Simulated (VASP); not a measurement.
Level of theory: PBE GGA, VASP's PBE PAW potentials (set 64) (plane waves; VASP 6.6.1).

The input files of a VASP run:

INCAR:
```
# general
SYSTEM =BeMg3Te4
PREC   =Accurate
ENCUT  =400
LREAL  =F
LASPH  =T

# electronic loop
EDIFF  =1E-6
NELM   =100
ALGO   =Normal
LMAXMIX=4

# smearing
ISMEAR =0
SIGMA  =0.05

# functional
GGA    =PE

# ions
IBRION =2
NSW    =60
ISIF   =3
EDIFFG =-0.02

# output
LWAVE  =F
LCHARG =F
```

### POSCAR
```
BeMg3Te4
1
    6.3052887149     0.0000000000    -0.0000000000
   -0.0000000000     6.3052887149    -0.0000000000
    0.0000000000    -0.0000000000     6.3052887149
Mg Te Be
3 4 1
Direct
  0.0000000000   0.0000000000   0.0000000000
  0.5000000000   0.5000000000   0.0000000000
  0.5000000000   0.0000000000   0.5000000000
  0.2292401908   0.2707598092   0.2707598092
  0.7707598092   0.7292401908   0.2707598092
  0.7707598092   0.2707598092   0.7292401908
  0.2292401908   0.7292401908   0.7292401908
  0.0000000000   0.5000000000   0.5000000000
```

**KPOINTS**
```
Automatic mesh
0
Gamma
3 3 3
0 0 0
```

POTCAR, in this order: Mg Te Be (PBE.64 set). Program: vasp_std.

What VASP printed:

File OUTCAR:
```
 ion  position               nearest neighbor table
   1  0.000  0.000  0.000-   4 2.81   5 2.81   6 2.81   7 2.81
   2  0.500  0.500  0.000-   4 2.81   5 2.81   6 2.81   7 2.81
   3  0.500  0.000  0.500-   4 2.81   5 2.81   6 2.81   7 2.81
   4  0.229  0.271  0.271-   8 2.50   2 2.81   3 2.81   1 2.81
   5  0.771  0.729  0.271-   8 2.50   2 2.81   3 2.81   1 2.81
   6  0.771  0.271  0.729-   8 2.50   2 2.81   3 2.81   1 2.81
   7  0.229  0.729  0.729-   8 2.50   2 2.81   3 2.81   1 2.81
   8  0.000  0.500  0.500-   4 2.50   5 2.50   6 2.50   7 2.50
  LATTYP: Found a simple cubic cell.
 ALAT       =     6.3052887149
 Subroutine PRICEL returns:
 Original cell was already a primitive cell.
 Subroutine GETGRP returns: Found 24 space group operations
The static configuration has the point symmetry D_2d.
 The point group associated with its full space group is T_d .
The dynamic configuration has the point symmetry D_2d.
 Subroutine INISYM returns: Found 24 space group operations
 Subroutine IBZKPT returns following result:
 Found      4 irreducible k-points:

 Following reciprocal coordinates:
            Coordinates               Weight
  0.000000  0.000000  0.000000      1.000000
  0.333333  0.000000  0.000000      6.000000
  0.333333  0.333333  0.000000     12.000000
  0.333333  0.333333  0.333333      8.000000
   k-points           NKPTS =      4   k-points in BZ     NKDIM =      4   number of bands    NBANDS=     21
   number of dos      NEDOS =    301   number of ions     NIONS =      8
   total plane-waves  NPLWV =  74088
   dimension x,y,z NGX =    42 NGY =   42 NGZ =   42
   dimension x,y,z NGXF=    84 NGYF=   84 NGZF=   84
   ions per type =               3   4   1
   PREC   = accura    normal or accurate (medium, high low for compatibility)
   ISTART =      0    job   : 0-new  1-cont  2-samecut
   ICHARG =      2    charge: 1-file 2-atom 10-const
   ISPIN  =      1    spin polarized calculation?
   LNONCOLLINEAR =      F non collinear calculations
   LSORBIT =      F    spin-orbit coupling
   INIWAV =      1    electr: 0-lowe 1-rand  2-diag
...
```

### OSZICAR
```
       N       E                     dE             d eps       ncg     rms          rms(c)
DAV:   1     0.117571769759E+03    0.11757E+03   -0.93693E+03   168   0.946E+02
DAV:   2    -0.173820135939E+02   -0.13495E+03   -0.12998E+03   241   0.152E+02
DAV:   3    -0.269914047839E+02   -0.96094E+01   -0.95690E+01   208   0.460E+01
DAV:   4    -0.272313591941E+02   -0.23995E+00   -0.23976E+00   219   0.875E+00
DAV:   5    -0.272362310260E+02   -0.48718E-02   -0.48716E-02   212   0.125E+00    0.612E+00
DAV:   6    -0.265961549112E+02    0.64008E+00   -0.10481E+00   178   0.399E+00    0.409E+00
DAV:   7    -0.265009110091E+02    0.95244E-01   -0.63257E-01   203   0.319E+00    0.179E+00
DAV:   8    -0.265110818312E+02   -0.10171E-01   -0.32148E-02   183   0.997E-01    0.512E-01
DAV:   9    -0.265132151467E+02   -0.21333E-02   -0.41637E-03   208   0.342E-01    0.131E-01
DAV:  10    -0.265137850979E+02   -0.56995E-03   -0.11675E-03   183   0.151E-01    0.540E-02
DAV:  11    -0.265138667066E+02   -0.81609E-04   -0.12959E-04   203   0.584E-02    0.264E-02
DAV:  12    -0.265138832533E+02   -0.16547E-04   -0.52401E-05   183   0.317E-02    0.108E-02
DAV:  13    -0.265138876915E+02   -0.44382E-05   -0.77626E-06   203   0.134E-02    0.252E-03
DAV:  14    -0.265138882994E+02   -0.60787E-06   -0.44304E-07   124   0.367E-03
   1 F= -.26513888E+02 E0= -.26513888E+02  d E =-.265139E+02
       N       E                     dE             d eps       ncg     rms          rms(c)
DAV:   1    -0.265157831282E+02   -0.18954E-02   -0.30847E-02   198   0.753E-01    0.171E-01
DAV:   2    -0.265148333070E+02    0.94982E-03   -0.22140E-03   193   0.218E-01    0.865E-02
DAV:   3    -0.265145915562E+02    0.24175E-03   -0.80209E-04   183   0.104E-01    0.291E-02
DAV:   4    -0.265145830117E+02    0.85445E-05   -0.21448E-05   193   0.243E-02    0.265E-02
DAV:   5    -0.265145810301E+02    0.19816E-05   -0.14960E-05   212   0.170E-02    0.499E-03
DAV:   6    -0.265145800288E+02    0.10012E-05   -0.15584E-06   109   0.551E-03    0.269E-03
DAV:   7    -0.265145798426E+02    0.18622E-06   -0.16789E-07    84   0.242E-03
   2 F= -.26514580E+02 E0= -.26514580E+02  d E =-.691543E-03
       N       E                     dE             d eps       ncg     rms          rms(c)
DAV:   1    -0.265146365930E+02   -0.56564E-04   -0.10103E-03   198   0.136E-01    0.309E-02
DAV:   2    -0.265146051642E+02    0.31429E-04   -0.72826E-05   193   0.396E-02    0.157E-02
DAV:   3    -0.265145982636E+02    0.69006E-05   -0.26496E-05   183   0.189E-02    0.527E-03
DAV:   4    -0.265145985329E+02   -0.26930E-06   -0.58559E-07    94   0.440E-03
   3 F= -.26514599E+02 E0= -.26514599E+02  d E =-.710233E-03
       N       E                     dE             d eps       ncg     rms          rms(c)
DAV:   1    -0.265147479045E+02   -0.14964E-03   -0.52905E-03   173   0.345E-01    0.435E-02
DAV:   2    -0.265147532671E+02   -0.53627E-05   -0.29871E-04   193   0.826E-02    0.193E-02
DAV:   3    -0.265147464730E+02    0.67942E-05   -0.14545E-05   188   0.191E-02    0.133E-02
DAV:   4    -0.265147439770E+02    0.24959E-05   -0.37769E-06   183   0.824E-03    0.366E-03
DAV:   5    -0.265147431258E+02    0.85125E-06   -0.38045E-07    89   0.308E-03
   4 F= -.26514743E+02 E0= -.26514743E+02  d E =-.144593E-03
```

**OUTCAR**
```
------------------------ aborting loop because EDIFF is reached ----------------------------------------
  FORCE on cell =-STRESS in cart. coord.  units (eV):
  Direction    XX          YY          ZZ          XY          YZ          ZX
  --------------------------------------------------------------------------------------
  Total        0.0312342      0.0312342      0.0312342     -0.0000000      0.0000000     -0.0000000
  in kB        0.2004116      0.2004116      0.2004116     -0.0000000      0.0000000     -0.0000000
  external PRESSURE =       0.2004116 kB  Pullay stress =       0.0000000 kB
  volume of cell :      249.70
      direct lattice vectors                 reciprocal lattice vectors
     6.297084739  0.000000000  0.000000000     0.158803644 -0.000000000 -0.000000000
     0.000000000  6.297084739 -0.000000000    -0.000000000  0.158803644  0.000000000
     0.000000000  0.000000000  6.297084739    -0.000000000  0.000000000  0.158803644
 POSITION                                       TOTAL-FORCE (eV/Angst)
 -----------------------------------------------------------------------------------
      6.29708      6.29708      6.29708        -0.000000      0.000000     -0.000000
      3.14854      3.14854      6.29708        -0.000000     -0.000000     -0.000000
      3.14854      0.00000      3.14854        -0.000000      0.000000     -0.000000
      1.44596      1.70258      1.70258         0.007899     -0.007899     -0.007899
      4.85112      4.59450      1.70258        -0.007899      0.007899     -0.007899
      4.85112      1.70258      4.59450        -0.007899     -0.007899      0.007899
      1.44596      4.59450      4.59450         0.007899      0.007899      0.007899
      6.29708      3.14854      3.14854        -0.000000      0.000000     -0.000000
 -----------------------------------------------------------------------------------
    total drift:                               -0.000000     -0.000000     -0.000000
  FREE ENERGIE OF THE ION-ELECTRON SYSTEM (eV)
  ---------------------------------------------------
  free  energy   TOTEN  =       -26.5147431258 eV

  energy  without entropy=      -26.5147431258  energy(sigma->0) =      -26.51474313

 reached required accuracy - stopping structural energy minimisation
```
(Selected blocks of OUTCAR.)

**CONTCAR**
```
BeMg3Te4
   1.00000000000000
     6.2970847389028446    0.0000000000000000    0.0000000000000000
     0.0000000000000000    6.2970847389028446   -0.0000000000000000
     0.0000000000000000    0.0000000000000000    6.2970847389028446
  Mg              Te              Be
     3     4     1
Direct
     1.0000000000000000    1.0000000000000000    1.0000000000000000
     0.5000000000000000    0.5000000000000000    1.0000000000000000
     0.5000000000000000    0.0000000000000000    0.5000000000000000
     0.2296237714350748    0.2703762285649253    0.2703762285649253
     0.7703762285649253    0.7296237714350747    0.2703762285649253
     0.7703762285649253    0.2703762285649253    0.7296237714350747
     0.2296237714350748    0.7296237714350747    0.7296237714350747
     1.0000000000000000    0.5000000000000000    0.5000000000000000
```

The structure was generated: BeMg3Te4 was put into an ordered model structure (P-43m), which need not be its known phase. This run relaxes it. Symmetry was kept, so distortions that lower it aren't found. The start is the result of an earlier pass.
